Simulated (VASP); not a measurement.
Data:

```
CELL_PARAMETERS angstrom
      3.27421     0.00000     0.00000
     -1.63710     2.83555     0.00000
      0.00000     0.00000    13.21376
ATOMIC_POSITIONS crystal
  W  0.66667 0.33333 0.75000
  W  0.33333 0.66667 0.25000
  Se 0.66667 0.33333 0.37900
  Se 0.33333 0.66667 0.87900
  Se 0.33333 0.66667 0.62100
  Se 0.66667 0.33333 0.12100
```

These are PBEsol GGA, VASP's PBE PAW potentials (set 64) (plane waves; VASP 6.6.1) values and carry that method's errors. Settings: PREC = Normal, EDIFF = 1E-5, 400 eV cut-off, 10×10×3 Γ-centred mesh, Gaussian smearing of 0.050 eV, potentials W_sv Se.

Without a dispersion term in the relaxation, distances and binding between the weakly bound layers, chains or molecules are unreliable, and so is what depends on them.

Q: The ions are relaxed. What does this cell relax into?

A: 
```
CELL_PARAMETERS angstrom
      3.27421     0.00000     0.00000
     -1.63710     2.83555     0.00000
      0.00000     0.00000    13.21376
ATOMIC_POSITIONS crystal
  W  0.66667 0.33333 0.75000
  W  0.33333 0.66667 0.25000
  Se 0.66667 0.33333 0.37688
  Se 0.33333 0.66667 0.87688
  Se 0.33333 0.66667 0.62312
  Se 0.66667 0.33333 0.12312
```
Space group P6_3/mmc (194), at a tolerance of 0.03 Å.

Q: How much energy does the relaxation gain?

A: The energy (σ→0) changes by -4.6 meV/atom, in 3 ionic steps.

The compound is WSe2 in the 2H layered structure. This run relaxes the ions in a fixed cell. Symmetry was kept, so distortions that lower it aren't found.
